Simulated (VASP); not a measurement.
Here is the system:

```
HfO2
1.0
    0.00000     2.47862     2.47862
    2.47862     0.00000     2.47862
    2.47862     2.47862     0.00000
Hf O
1 2
Cartesian
  0.00000   0.00000   0.00000
  1.23931   1.23931   1.23931
  3.71793   3.71793   3.71793
```

The numbers are results of PBE GGA, VASP's PBE PAW potentials (set 64) (plane waves; VASP), not measurements. Run with 620 eV cut-off, 8×8×8 Γ-centred mesh, Gaussian smearing of 0.050 eV, potentials Hf_pv O.

Energy and stress use the plane-wave basis of the starting cell.

**Question.** The ions, cell shape and volume at an external pressure of 30.0 GPa are relaxed. What does this cell relax into?

**Answer.** 
```
HfO2
1.0
    0.00000     2.45545     2.45545
    2.45545     0.00000     2.45545
    2.45545     2.45545     0.00000
Hf O
1 2
Cartesian
  0.00000   0.00000   0.00000
  1.22773   1.22773   1.22773
  3.68318   3.68318   3.68318
```
Space group Fm-3m (225), at a tolerance of 0.03 Å.

**Question.** How do energy and volume change from the first to the last step?

**Answer.** The energy (σ→0) changes by +43.4 meV/atom and the volume by -2.8 %, in 3 ionic steps.

The compound is HfO2 in the fluorite structure, the high-temperature cubic form, which is unstable at 0 K; the monoclinic form is the stable one. This run relaxes it under an external pressure of 30 GPa. Symmetry was kept, so distortions that lower it aren't found.
